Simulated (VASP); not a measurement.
Here is the system:

```xyz
5
Lattice="4.4685 0.0000 0.0000 0.0000 4.4685 0.0000 0.0000 0.0000 4.4685" Properties=species:S:1:pos:R:3 pbc="T T T"
Rb     0.0000     0.0000     0.0000
Ca     2.2342     2.2342     2.2342
H      2.2342     0.0000     2.2342
H      0.0000     2.2342     2.2342
H      2.2342     2.2342     0.0000
```

Computed with PBEsol GGA with spin-orbit coupling, VASP's PBE PAW potentials (set 64) (plane waves; VASP). Numerical set-up: 400 eV cut-off, 5×5×5 Γ-centred mesh, Gaussian smearing of 0.050 eV, potentials Rb_sv Ca_sv H.

**Question.** Give the energies of bands 17 to 29 at the high-symmetry points, in eV from the valence-band maximum.

**Answer.** 
```tsv
band	Γ	X	M	R
17	-2.91	-1.56	-1.26	-0.26
18	-2.91	-1.56	-1.26	-0.26
19	-0.47	-0.77	-0.01	-0.24
20	-0.47	-0.77	-0.01	-0.24
21	-0.47	-0.21	0.00	-0.24
22	-0.47	-0.21	0.00	-0.24
23	6.14	5.63	3.03	4.33
24	6.14	5.63	3.03	4.33
25	6.14	5.66	4.98	4.42
26	6.14	5.66	4.98	4.42
27	6.16	5.76	4.98	4.42
28	6.16	5.76	4.98	4.42
29	7.46	6.30	5.85	5.88
```

The gap is direct, 3.03 eV, from the valence maximum at M to the conduction minimum at M.

The structure comes from a computed database's RbCaH3 entry (Pm-3m); how it stands against other phases isn't given here. It was relaxed first.
